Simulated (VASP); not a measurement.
An input for Quantum ESPRESSO's pw.x (written as the equivalent of a VASP run, and not itself run):

```
&CONTROL
  calculation = 'scf'
  pseudo_dir = './pseudo'
  outdir = './out'
  tprnfor = .true.
  tstress = .true.
/
&SYSTEM
  ibrav = 0
  nat = 16
  ntyp = 1
  ecutwfc = 92
  occupations = 'smearing'
  smearing = 'methfessel-paxton'
  degauss = 0.003675
  input_dft = 'pbesol'
/
&ELECTRONS
  conv_thr = 7.3e-08
  electron_maxstep = 100
/
ATOMIC_SPECIES
  Cu 63.546 Cu.upf
CELL_PARAMETERS angstrom
     3.6074800    0.0000000    0.0000000
     0.0000000    5.1017480    0.0000000
     0.0000000    0.0000000   12.8536830
ATOMIC_POSITIONS crystal
  Cu   0.0000000  0.6250000  0.2539960
  Cu   0.5000000  0.3750000  0.1555970
  Cu   0.0000000  0.1250000  0.2539960
  Cu   0.5000000  0.8750000  0.1555970
  Cu   0.0000000  0.1250000  0.4507960
  Cu   0.5000000  0.8750000  0.3523960
  Cu   0.0000000  0.6250000  0.4507960
  Cu   0.5000000  0.3750000  0.3523960
  Cu   0.0000000  0.6250000  0.6475960
  Cu   0.5000000  0.3750000  0.5491960
  Cu   0.0000000  0.1250000  0.6475960
  Cu   0.5000000  0.8750000  0.5491960
  Cu   0.0000000  0.1250000  0.8444030
  Cu   0.5000000  0.8750000  0.7460040
  Cu   0.0000000  0.6250000  0.8444030
  Cu   0.5000000  0.3750000  0.7460040
K_POINTS automatic
  5 3 1 0 0 0
```

Task: Write the VASP files for the same calculation (PBEsol).

Result: This is not unique; one that fits is 
### INCAR
```
SYSTEM = Cu
PREC = Accurate
ENCUT = 300
EDIFF = 1E-6
NELM = 100
ALGO = Normal
LREAL = Auto
LASPH = .TRUE.
ISMEAR = 1
SIGMA = 0.05
GGA = PS
LMAXMIX = 4
LWAVE = .FALSE.
LCHARG = .FALSE.
ISIF = 2
```

KPOINTS:
```
kpoints
0
Gamma
  5 3 1
```

### POSCAR
```
Cu
1
    3.6074800000     0.0000000000     0.0000000000
    0.0000000000     5.1017480000     0.0000000000
    0.0000000000     0.0000000000    12.8536830000
Cu
16
Direct
  0.0000000000   0.6250000000   0.2539960000
  0.5000000000   0.3750000000   0.1555970000
  0.0000000000   0.1250000000   0.2539960000
  0.5000000000   0.8750000000   0.1555970000
  0.0000000000   0.1250000000   0.4507960000
  0.5000000000   0.8750000000   0.3523960000
  0.0000000000   0.6250000000   0.4507960000
  0.5000000000   0.3750000000   0.3523960000
  0.0000000000   0.6250000000   0.6475960000
  0.5000000000   0.3750000000   0.5491960000
  0.0000000000   0.1250000000   0.6475960000
  0.5000000000   0.8750000000   0.5491960000
  0.0000000000   0.1250000000   0.8444030000
  0.5000000000   0.8750000000   0.7460040000
  0.0000000000   0.6250000000   0.8444030000
  0.5000000000   0.3750000000   0.7460040000
```

POTCAR, in this order: Cu (PBE.64 set). Program: vasp_std.

What does not carry over: the potentials are each code's own (VASP's PAW set, PseudoDojo norm-conserving files in pw.x), so ENCUT and ecutwfc are chosen apart and not converted; conv_thr bounds pw.x's estimated SCF error, while EDIFF bounds the energy change between steps.

The cell is a sheet with vacuum, built from a database entry that may be metastable or hypothetical.
